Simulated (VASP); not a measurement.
Level of theory: PBEsol GGA, VASP's PBE PAW potentials (set 64) (plane waves; VASP 6.6.1).

VASP input:

### INCAR
```
# general
SYSTEM  = FeAl
PREC    = Accurate
ENCUT   = 500
LREAL   = .FALSE.
LASPH   = .TRUE.

# electronic loop
EDIFF   = 1E-6
NELM    = 100
ALGO    = Normal
LMAXMIX = 4

# smearing
ISMEAR  = 1
SIGMA   = 0.1

# functional
GGA     = PS

# ions
IBRION  = 2
NSW     = 40
ISIF    = 3
EDIFFG  = -0.02

# output
LWAVE   = .FALSE.
LCHARG  = .FALSE.
```

**KPOINTS**
```
Automatic mesh
0
Gamma
13 13 13
0 0 0
```

### POSCAR
```
FeAl
1
    2.8398307079     0.0000000000     0.0000000000
    0.0000000000     2.8398307079     0.0000000000
    0.0000000000     0.0000000000     2.8398307079
Al Fe
1 1
Direct
  0.5000000000   0.5000000000   0.5000000000
  0.0000000000   0.0000000000   0.0000000000
```

POTCAR, in this order: Al Fe (PBE.64 set). Program: vasp_std.

Output of the run:

**OSZICAR**
```
       N       E                     dE             d eps       ncg     rms          rms(c)
DAV:   1     0.291245805503E+02    0.29125E+02   -0.49491E+03  1528   0.120E+03
DAV:   2    -0.146829428597E+02   -0.43808E+02   -0.42039E+02  1512   0.176E+02
DAV:   3    -0.158547510392E+02   -0.11718E+01   -0.11552E+01  1814   0.394E+01
DAV:   4    -0.158772125605E+02   -0.22462E-01   -0.22443E-01  1973   0.495E+00
DAV:   5    -0.158777128575E+02   -0.50030E-03   -0.50026E-03  1827   0.629E-01    0.149E+01
DAV:   6    -0.178142504202E+02   -0.19365E+01   -0.79285E+01  1715   0.141E+02    0.181E+01
DAV:   7    -0.137551911414E+02    0.40591E+01   -0.37985E+01  1656   0.868E+01    0.264E+00
DAV:   8    -0.137176920269E+02    0.37499E-01   -0.24148E-01  1663   0.612E+00    0.153E+00
DAV:   9    -0.137004723925E+02    0.17220E-01   -0.46192E-02  1823   0.316E+00    0.381E-01
DAV:  10    -0.136999729609E+02    0.49943E-03   -0.97340E-04  1885   0.438E-01    0.187E-01
DAV:  11    -0.136999415032E+02    0.31458E-04   -0.31562E-05  1668   0.475E-02    0.119E-02
DAV:  12    -0.136999400241E+02    0.14791E-05   -0.79266E-06  1730   0.406E-02    0.523E-03
DAV:  13    -0.136999399183E+02    0.10582E-06   -0.24637E-07   788   0.594E-03
   1 F= -.13699940E+02 E0= -.13699737E+02  d E =-.136999E+02
```

**OUTCAR**
```
------------------------ aborting loop because EDIFF is reached ----------------------------------------
  FORCE on cell =-STRESS in cart. coord.  units (eV):
  Direction    XX          YY          ZZ          XY          YZ          ZX
  --------------------------------------------------------------------------------------
  Total        0.0395475      0.0395475      0.0395475     -0.0000000     -0.0000000     -0.0000000
  in kB        2.7666347      2.7666347      2.7666347     -0.0000000     -0.0000000     -0.0000000
  external PRESSURE =       2.7666347 kB  Pullay stress =       0.0000000 kB
  volume of cell :       22.90
      direct lattice vectors                 reciprocal lattice vectors
     2.839830708  0.000000000  0.000000000     0.352133667  0.000000000  0.000000000
     0.000000000  2.839830708  0.000000000     0.000000000  0.352133667  0.000000000
     0.000000000  0.000000000  2.839830708     0.000000000  0.000000000  0.352133667
 POSITION                                       TOTAL-FORCE (eV/Angst)
 -----------------------------------------------------------------------------------
      1.41992      1.41992      1.41992         0.000000      0.000000      0.000000
      0.00000      0.00000      0.00000         0.000000      0.000000      0.000000
 -----------------------------------------------------------------------------------
    total drift:                                0.000000      0.000000      0.000000
  FREE ENERGIE OF THE ION-ELECTRON SYSTEM (eV)
  ---------------------------------------------------
  free  energy   TOTEN  =       -13.6999399183 eV

  energy  without entropy=      -13.6993311605  energy(sigma->0) =      -13.69973700

 reached required accuracy - stopping structural energy minimisation
```
(Selected blocks of OUTCAR.)

OUTCAR:
```
 val. band max:        8.1669335735   @ k =   0.1538   0.1538   0.0000

 cond. band min:       8.1737754514   @ k =   0.4615   0.1538   0.0769


 Fermi energy:         8.1710498890

 k-point     1 :       0.0000    0.0000    0.0000
  band No.  band energies     occupation
      1      -2.3304      2.00000
      2       5.8038      2.00000
      3       5.8038      2.00000
      4       8.3406     -0.03752
      5       8.3406     -0.03751
      6       8.3406     -0.03751
      7      14.8675      0.00000
      8      14.8675      0.00000
      9      14.8675      0.00000

 k-point     2 :       0.0769    0.0000    0.0000
  band No.  band energies     occupation
      1      -2.2163      2.00000
      2       5.7920      2.00000
      3       5.8397      2.00000
      4       8.2661     -0.03833
      5       8.2661     -0.03834
      6       8.3483     -0.03104
      7      13.9155      0.00000
      8      15.0360      0.00000
      9      15.0360      0.00000

 k-point     3 :       0.1538    0.0000    0.0000
  band No.  band energies     occupation
      1      -1.8768      2.00000
      2       5.7150      2.00000
      3       5.9413      2.00000
      4       8.0720      2.04822
      5       8.0720      2.04822
      6       8.3697     -0.01669
      7      12.3506      0.00000
      8      15.5135      0.00000
      9      15.5135      0.00000

 k-point     4 :       0.2308    0.0000    0.0000
  band No.  band energies     occupation
      1      -1.3199      2.00000
      2       5.4452      2.00000
      3       6.0901      2.00000
      4       7.8234      2.00001
      5       7.8234      2.00001
      6       8.4001     -0.00561
      7      10.9806      0.00000
      8      16.2391      0.00000
      9      16.2391      0.00000

 k-point     5 :       0.3077    0.0000    0.0000
  band No.  band energies     occupation
      1      -0.5598      2.00000
      2       4.8205      2.00000
      3       6.2560      2.00000
...
```

The compound is FeAl in the CsCl type structure. It was relaxed first, which changed the volume by -7 %. The run is not spin-polarised, so no magnetic state was tried. The electron count is odd and the run is not spin-polarised, which forces a metal.
